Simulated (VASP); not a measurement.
VASP input:

POSCAR:
```
LiF
1
    0.0000000000     1.9910191473     1.9910191473
    1.9910191473     0.0000000000     1.9910191473
    1.9910191473     1.9910191473     0.0000000000
Li F
1 1
Direct
  0.0000000000   0.0000000000   0.0000000000
  0.5000000000   0.5000000000   0.5000000000
```

**KPOINTS**
```
Regular mesh
0
G
12 12 12
0 0 0
```

INCAR:
```
LASPH = .TRUE.   ! aspherical one-centre terms
ENCUT = 520
ISMEAR = 0
LREAL = .FALSE.
LCHARG = .FALSE.
ALGO = Normal   ! blocked Davidson
SYSTEM = LiF
SIGMA = 0.05   ! width (eV)
PREC = Accurate
ISIF = 2   ! forces and stress, cell fixed
EDIFF = 1E-7   ! SCF stop (eV)
LWAVE = .FALSE.
NELM = 100   ! most electronic steps
```

POTCAR, in this order: Li_sv F (LDA.64 set). Program: vasp_std.

Task: Translate this LDA calculation to Ansatz.

Result: One equivalent input (not run):
Ansatz 0.2 input:
```yaml
crystal:
  lattice:
    - [0.0000000, 1.9910191, 1.9910191]
    - [1.9910191, 0.0000000, 1.9910191]
    - [1.9910191, 1.9910191, 0.0000000]
  atoms:
    - { symbol: Li, position: [0.0000000, 0.0000000, 0.0000000] }
    - { symbol: F, position: [0.5000000, 0.5000000, 0.5000000] }
kpoints:
  mp_grid: { grid: [12, 12, 12] }
hamiltonian:
  xc: lda
  pseudopotentials: { kind: paw }
scf:
  occupations: { method: gaussian, width: 0.05 }
  max_iter: 100
output: { forces: true, stress: true, eigenvalues: true }
```
Limits of the translation: each code has its own PAW files, so the cut-off isn't converted (ENCUT is set for VASP's; basis.ecutwfc is left out, and Ansatz then takes the one that its files recommend); Ansatz stops its SCF on the density residual and VASP on the energy change (EDIFF); Ansatz's lda is the Perdew-Wang form, while the LDA potentials of VASP carry Perdew-Zunger's.

The compound is LiF in the rock salt structure. This cell is one point of a volume scan, at 1.06 of the reference volume.
